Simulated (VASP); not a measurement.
Energy against volume of NaI (rock salt). Method: PBE GGA with D3 dispersion (Becke-Johnson damping), VASP's PBE PAW potentials (set 64) (plane waves; VASP). Run with 520 eV cut-off, 7×7×7 Γ-centred mesh, Gaussian smearing of 0.050 eV, potentials Na_pv I.

```json
[
 {"V (Å³/atom)": "31.295", "E (eV/atom)": "-2.94850"},
 {"V (Å³/atom)": "32.263", "E (eV/atom)": "-2.95004"},
 {"V (Å³/atom)": "33.231", "E (eV/atom)": "-2.94818"},
 {"V (Å³/atom)": "34.199", "E (eV/atom)": "-2.94346"}
]
```

Q: Fit these four points and predict the energy of the run at 30.327 Å³/atom.

A: A cubic in V^(−2/3), the third-order Birch-Murnaghan form, passes through the four points with V0 = 32.19 Å³/atom and B0 = 19 GPa, and gives -2.9429 eV/atom there. The run gave -2.9429 eV/atom, -0.0 meV/atom from the fit; all five points give B0 = 19 GPa.

The compound is NaI in the rock salt structure. It was relaxed first.
